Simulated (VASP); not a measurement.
Output of a VASP run:

### OSZICAR
```
       N       E                     dE             d eps       ncg     rms          rms(c)
DAV:   1     0.148274679954E+03    0.14827E+03   -0.16830E+04  2416   0.137E+03
DAV:   2    -0.468895650832E+02   -0.19516E+03   -0.18530E+03  3264   0.305E+02
DAV:   3    -0.531262125908E+02   -0.62366E+01   -0.62155E+01  2872   0.590E+01
DAV:   4    -0.531734938082E+02   -0.47281E-01   -0.47231E-01  2848   0.585E+00
DAV:   5    -0.531740398881E+02   -0.54608E-03   -0.54598E-03  2764   0.590E-01    0.168E+01
RMM:   6    -0.489531102231E+02    0.42209E+01   -0.14936E+01  2400   0.254E+01    0.723E+00
RMM:   7    -0.490153154365E+02   -0.62205E-01   -0.20124E+00  2400   0.863E+00    0.325E+00
RMM:   8    -0.490017195987E+02    0.13596E-01   -0.13609E-01  2400   0.345E+00    0.618E-01
RMM:   9    -0.490032936264E+02   -0.15740E-02   -0.16872E-02  2422   0.115E+00    0.275E-01
RMM:  10    -0.490040332628E+02   -0.73964E-03   -0.13179E-02  2400   0.742E-01    0.202E-01
RMM:  11    -0.490034794872E+02    0.55378E-03   -0.18658E-03  2400   0.309E-01    0.476E-02
RMM:  12    -0.490035003118E+02   -0.20825E-04   -0.83220E-04  2400   0.210E-01    0.333E-02
RMM:  13    -0.490034989472E+02    0.13645E-05   -0.55204E-05  1922   0.534E-02
   1 F= -.49003499E+02 E0= -.49003499E+02  d E =-.490035E+02
```

**OUTCAR**
```
------------------------ aborting loop because EDIFF is reached ----------------------------------------
  FORCE on cell =-STRESS in cart. coord.  units (eV):
  Direction    XX          YY          ZZ          XY          YZ          ZX
  --------------------------------------------------------------------------------------
  Total       -0.4318692     -0.4318692     -0.4108374      0.0000000      0.0000000      0.0000000
  in kB      -14.6570807    -14.6570807    -13.9432866      0.0000000      0.0000000      0.0000000
  external PRESSURE =     -14.4191494 kB  Pullay stress =       0.0000000 kB
  volume of cell :       47.21
      direct lattice vectors                 reciprocal lattice vectors
     4.193762276  0.000000000  0.000000000     0.238449377  0.000000000  0.000000000
     0.000000000  4.193762276  0.000000000     0.000000000  0.238449377  0.000000000
     0.000000000  0.000000000  2.684156025     0.000000000  0.000000000  0.372556584
 POSITION                                       TOTAL-FORCE (eV/Angst)
 -----------------------------------------------------------------------------------
      0.00000      0.00000      0.00000         0.000000      0.000000      0.000000
      2.09688      2.09688      1.34208         0.000000      0.000000      0.000000
      1.28329      1.28329      0.00000        -0.013636     -0.013636      0.000000
      3.38017      0.81359      1.34208        -0.013636      0.013636      0.000000
      0.81359      3.38017      1.34208         0.013636     -0.013636      0.000000
      2.91047      2.91047      0.00000         0.013636      0.013636      0.000000
 -----------------------------------------------------------------------------------
    total drift:                                0.000000     -0.000000     -0.000000
  FREE ENERGIE OF THE ION-ELECTRON SYSTEM (eV)
  ---------------------------------------------------
  free  energy   TOTEN  =       -49.0034989472 eV

  energy  without entropy=      -49.0034989472  energy(sigma->0) =      -49.00349895

 reached required accuracy - stopping structural energy minimisation
```
(Selected blocks of OUTCAR.)

### POSCAR
```
SiO2
1
    4.1937622758     0.0000000000     0.0000000000
    0.0000000000     4.1937622758     0.0000000000
    0.0000000000     0.0000000000     2.6841560253
Si O
2 4
Direct
  0.0000000000   0.0000000000   0.0000000000
  0.5000000000   0.5000000000   0.5000000000
  0.3060000000   0.3060000000   0.0000000000
  0.8060000000   0.1940000000   0.5000000000
  0.1940000000   0.8060000000   0.5000000000
  0.6940000000   0.6940000000   0.0000000000
```

Question: Reconstruct the remaining input files.

Answer: One answer among several that fit: the input of the run itself, PBEsol GGA, plane waves, VASP's PBE PAW potentials (set 64).

### INCAR
```
SYSTEM = SiO2
PREC = Normal; ENCUT = 450; LREAL = F
LASPH = T
EDIFF = 1E-5; NELM = 100; NELMIN = 4
ALGO = Fast
ISMEAR = 0; SIGMA = 0.05
GGA = PS
IBRION = 2; NSW = 20; ISIF = 2
EDIFFG = -0.03
LWAVE = F; LCHARG = F
```

### KPOINTS
```
Automatic mesh
0
Gamma
7 7 11
0 0 0
```

POTCAR, in this order: Si O (PBE.64 set). Program: vasp_std.

At this cut-off the stress carries a Pulay error, which pulls relaxed volumes low.

The compound is SiO2 in the rutile structure, stishovite, a high-pressure form. It was relaxed first.
